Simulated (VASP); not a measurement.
Set up this calculation in VASP 6.6.1, as the native input.

| Item | Value |
| --- | --- |
| Task | single point |
| Functional | r2SCAN |
| Potentials or basis | VASP PAW PBE potentials, release 64 (Ni, V_sv, Se) |
| Cutoff | 520 eV |
| k mesh | 3 × 4 × 4, shifted |
| Occupations | fermi-dirac, width 0.1 eV |
| Spin | no spin polarisation |
| Dipole correction | no |
| Further INCAR settings | ALGO = Normal; EDIFF = 1e-06; NBANDS = 39 |

V2NiSe4:

```
Ni V Se
1.0
     5.65765    0.24751    0.62766
     0.19437    4.86714    0.36060
     0.10759    0.21832    4.88733
Ni V Se
1 2 4
Direct
  0.96078 0.03943 0.12885
  0.44498 0.20353 0.19059
  0.71134 0.66605 0.88940
  0.19796 0.62859 0.90692
  0.65269 0.19464 0.65954
  0.31414 0.69912 0.39110
  0.93014 0.49852 0.35448
```

The cell was built by a generator and needn't be a form met in nature.

One way to write it, as run:

POSCAR

```
V2NiSe4
1.0
    5.6576460000      0.2475130000      0.6276620000
    0.1943730000      4.8671360000      0.3606040000
    0.1075900000      0.2183220000      4.8873270000
Ni V Se
1 2 4
Direct
    0.9607760000      0.0394300000      0.1288490000
    0.4449780000      0.2035300000      0.1905930000
    0.7113370000      0.6660480000      0.8894010000
    0.1979600000      0.6285870000      0.9069210000
    0.6526880000      0.1946400000      0.6595410000
    0.3141380000      0.6991250000      0.3910950000
    0.9301440000      0.4985220000      0.3544830000
```

INCAR.step1

```
  PREC = Accurate
  ENCUT = 520
  ISMEAR = -1
  SIGMA = 0.1
  LREAL = False
  LASPH = True
  NELM = 80
  NBANDS = 39
  GGA = PE
  ALGO = Normal
  EDIFF = 1E-4
  LWAVE = True
  LCHARG = False
```

INCAR.step2

```
  PREC = Accurate
  ENCUT = 520
  EDIFF = 1E-6
  ISMEAR = -1
  SIGMA = 0.1
  LREAL = False
  LASPH = True
  NELM = 80
  ALGO = Normal
  ISIF = 2
  LWAVE = False
  LCHARG = False
  METAGGA = R2SCAN
  LMIXTAU = True
  NBANDS = 39
  ISTART = 1
```

KPOINTS

```
Automatic mesh
0
Gamma
  3 4 4
  0.5 0 0
```

Potentials or basis: VASP PAW PBE potentials, release 64 (Ni, V_sv, Se).

Run with:

```bash
$ cat potpaw_PBE.64/Ni/POTCAR potpaw_PBE.64/V_sv/POTCAR potpaw_PBE.64/Se/POTCAR > POTCAR
$ cp INCAR.step1 INCAR
$ mpirun -np 1 vasp_std > vasp.out
$ cp INCAR.step2 INCAR
$ mpirun -np 1 vasp_std > vasp.out
```

Results of the run:

```
Pressure               : -4.3 GPa
Largest force          : 3.298 eV/Å
Band gap on the k mesh : none (metal or under the smearing width)
```

Caveat: the k mesh is coarse (spacing up to 0.37 Å⁻¹), so the values aren't converged; the PAW data sets were made with another functional, which shifts forces and pressure a little; the run has no spin polarisation, though such a crystal can be magnetic.

It took 6.9 min on 1 thread of Intel(R) Xeon(R) Platinum 8559C (Emerald Rapids) (shared host), peak memory 0.31 GiB.
